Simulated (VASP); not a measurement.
A run of VASP 6.6.1:

INCAR

```
SYSTEM = Zn3PbN
PREC = Accurate
ENCUT = 600
EDIFF = 1E-6
ISMEAR = 0
SIGMA = 0.1
LREAL = .False.
LASPH = .True.
NELM = 100
ALGO = Normal
ISIF = 3
LWAVE = .False.
LCHARG = .False.
GGA = PE
IBRION = 2
NSW = 100
EDIFFG = -0.05
```

KPOINTS

```
regular mesh
0
Gamma
  6 6 6
  0 0 0
```

Contents of POSCAR:

```
Zn3PbN
1.0
    4.0930295302      0.0000000000      0.0000000000
    0.0000000000      4.0930295302      0.0000000000
    0.0000000000      0.0000000000      4.0930295302
Zn Pb N
3 1 1
Direct
    0.0000000000      0.5000000000      0.5000000000
    0.5000000000      0.0000000000      0.5000000000
    0.5000000000      0.5000000000      0.0000000000
    0.5000000000      0.5000000000      0.5000000000
    0.0000000000      0.0000000000      0.0000000000
```

Potentials or basis: VASP PAW PBE potentials, release 64 (Zn, Pb_d, N).

Run with:

```bash
$ cat potpaw_PBE.64/Zn/POTCAR potpaw_PBE.64/Pb_d/POTCAR potpaw_PBE.64/N/POTCAR > POTCAR
$ mpirun -np 1 vasp_std > vasp.out
```

Hardware: 1 thread of Intel(R) Xeon(R) Platinum 8175M CPU @ 2.50GHz (Skylake/Cascade Lake), with other jobs on the host.

Q: How long does it take, and how much memory?

A: It took 5.2 min on 1 thread of Intel(R) Xeon(R) Platinum 8175M CPU @ 2.50GHz (Skylake/Cascade Lake), with other jobs on the host, peak memory 0.24 GiB. Counts: scf iterations 69, k points 20, ion steps 5.
